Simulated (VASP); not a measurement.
Consider the following.

```xyz
8
Lattice="6.3039 0.0000 0.0000 0.0000 6.3039 0.0000 0.0000 0.0000 6.3039" Properties=species:S:1:pos:R:3 pbc="T T T"
In     6.2543     6.2543     6.2543
In     3.2015     3.2015     6.2543
In     3.2015     6.2543     3.2015
In     6.2543     3.2015     3.2015
Sb     1.5760     1.5760     1.5760
As     4.7279     4.7279     1.5760
As     4.7279     1.5760     4.7279
As     1.5760     4.7279     4.7279
```

Calculation: PBE GGA, VASP's PBE PAW potentials (set 64) (plane waves; VASP). Run with 400 eV cut-off, Gaussian smearing of 0.050 eV, potentials In_d Sb As.

Unless said otherwise, spin-orbit coupling is left out, though it shifts the bands of the heavy elements here.

Question: Estimate the band gap (along the path) with the smallest direct gap where there is one.

Answer: 
The band gap (along the path) comes out as none (metal, semimetal or under 0.01 eV).

The structure was generated: In4As3Sb was put into an ordered model structure (P-43m), which need not be its known phase. It was relaxed first, which changed the volume by +7 %.
